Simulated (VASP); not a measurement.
Level of theory: PBE GGA, VASP's PBE PAW potentials (set 64) (plane waves; VASP).

Input for VASP

### POSCAR
```
CaO
1
    0.0000000000     2.3724960000     2.3724960000
    2.3724960000     0.0000000000     2.3724960000
    2.3724960000     2.3724960000     0.0000000000
Ca O
1 1
Direct
  0.0000000000   0.0000000000   0.0000000000
  0.5000000000   0.5000000000   0.5000000000
```

INCAR:
```
! general
SYSTEM =CaO
PREC   =Normal
ENCUT  =500
LREAL  =.FALSE.
LASPH  =.TRUE.
NBANDS =700

! electronic loop
EDIFF  =1E-8
NELM   =1
ALGO   =Exact

! smearing
ISMEAR =0
SIGMA  =0.01

! functional
GGA    =PE

! output
LWAVE  =.TRUE.
LCHARG =.FALSE.

! other
LOPTICS=.TRUE.
```

### KPOINTS
```
Automatic mesh
0
Gamma
4 4 4
0 0 0
```

POTCAR, in this order: Ca_sv_GW O_GW_new (PBE.64 set). Program: vasp_std. Read from the step before: WAVECAR.

The resulting files:

**OUTCAR**
```
 ion  position               nearest neighbor table
   1  0.000  0.000  0.000-   2 2.37   2 2.37   2 2.37   2 2.37   2 2.37   2 2.37
   2  0.500  0.500  0.500-   1 2.37   1 2.37   1 2.37   1 2.37   1 2.37   1 2.37
  LATTYP: Found a face centered cubic cell.
 ALAT       =     4.7449920000
 Subroutine PRICEL returns:
 Original cell was already a primitive cell.
 Subroutine GETGRP returns: Found 48 space group operations
The static configuration has the point symmetry O_h .
The dynamic configuration has the point symmetry O_h .
 Subroutine INISYM returns: Found 48 space group operations
 Subroutine IBZKPT returns following result:
 Found      8 irreducible k-points:

 Following reciprocal coordinates:
            Coordinates               Weight
  0.000000  0.000000  0.000000      1.000000
  0.250000  0.000000  0.000000      8.000000
  0.500000  0.000000  0.000000      4.000000
  0.250000  0.250000  0.000000      6.000000
  0.500000  0.250000  0.000000     24.000000
 -0.250000  0.250000  0.000000     12.000000
  0.500000  0.500000  0.000000      3.000000
 -0.250000  0.500000  0.250000      6.000000
   k-points           NKPTS =      8   k-points in BZ     NKDIM =      8   number of bands    NBANDS=    700
   number of dos      NEDOS =    301   number of ions     NIONS =      2
   total plane-waves  NPLWV =   5832
   dimension x,y,z NGX =    18 NGY =   18 NGZ =   18
   dimension x,y,z NGXF=    36 NGYF=   36 NGZF=   36
   ions per type =               1   1
   PREC   = normal    normal or accurate (medium, high low for compatibility)
   ISTART =      1    job   : 0-new  1-cont  2-samecut
   ICHARG =      0    charge: 1-file 2-atom 10-const
   ISPIN  =      1    spin polarized calculation?
   LNONCOLLINEAR =      F non collinear calculations
   LSORBIT =      F    spin-orbit coupling
   INIWAV =      1    electr: 0-lowe 1-rand  2-diag
   ENCUT  =  500.0 eV  36.75 Ry    6.06 a.u.   6.12  6.12  6.12*2*pi/ulx,y,z
   NELM   =      1;   NELMIN=  2; NELMDL=  0     # of ELM steps
   EDIFF  = 0.1E-07   stopping-criterion for ELM
...
```

File OSZICAR:
```
       N       E                     dE             d eps       ncg     rms          rms(c)
DIA:   1    -0.177439726058E+02   -0.17744E+02    0.00000E+00     0   0.000E+00
   1 F= -.17743973E+02 E0= -.17743973E+02  d E =0.000000E+00
 imaginary and real dielectric function
```

**OUTCAR**
```


 plasma frequency squared (from intraband transitions) (eV^2)
  --------------------------------------------------------------------------------------
       0.000       0.000       0.000
       0.000       0.000       0.000
       0.000       0.000       0.000

 plasma frequency squared (from interband transitions, int dw w eps(2)(w)) (eV^2)
  --------------------------------------------------------------------------------------
     794.641       0.000       0.000       0.000      -0.000       0.000
       0.000      -0.000     794.641       0.000       0.000       0.000
      -0.000      -0.000       0.000      -0.000     794.641       0.000
```
(Selected blocks of OUTCAR.)

**OUTCAR**
```
 val. band max:        5.3807835122   @ k =   0.0000   0.0000   0.0000

 cond. band min:       9.0091188482   @ k =   0.5000   0.5000   0.0000



 k-point     1 :       0.0000    0.0000    0.0000
  band No.  band energies     occupation
      1     -32.1115      2.00000
      2     -12.8468      2.00000
      3     -12.8468      2.00000
      4     -12.8468      2.00000
      5     -10.2087      2.00000
      6       5.3800      2.00000
      7       5.3808      2.00000
      8       5.3808      2.00000
      9      10.4283      0.00000
     10      11.6989      0.00000
     11      11.6989      0.00000
     12      11.6989      0.00000
     13      13.2679      0.00000
     14      13.2679      0.00000
     15      20.6218      0.00000
     16      28.3675      0.00000
     17      28.3676      0.00000
     18      28.3676      0.00000
     19      33.6830      0.00000
     20      33.6831      0.00000
     21      33.6831      0.00000
     22      34.0221      0.00000
     23      34.0221      0.00000
     24      34.2108      0.00000
     25      34.2115      0.00000
     26      34.2115      0.00000
     27      43.2227      0.00000
     28      47.6495      0.00000
     29      47.6495      0.00000
     30      47.6497      0.00000
     31      51.5489      0.00000
     32      51.5489      0.00000
     33      54.2088      0.00000
     34      54.2088      0.00000
     35      54.2088      0.00000
     36      56.5088      0.00000
     37      64.5698      0.00000
     38      64.5699      0.00000
     39      64.5699      0.00000
     40      65.4180      0.00000
     41      67.5488      0.00000
     42      67.5488      0.00000
     43      67.5493      0.00000
     44      67.8054      0.00000
     45      67.8057      0.00000
     46      67.8057      0.00000
     47      69.4126      0.00000
     48      69.4126      0.00000
     49      69.4126      0.00000
     50      70.1289      0.00000
     51      70.1290      0.00000
     52      70.1290      0.00000
...
```

The density is held fixed in this step, so its total energy and stress have no physical meaning.

The compound is CaO in the rock salt structure. This cell is one point of a volume scan, at 0.96 of the reference volume. The k-mesh is coarse (spacing up to 0.57 per Å, 2π included), so the numbers may not be converged in it.
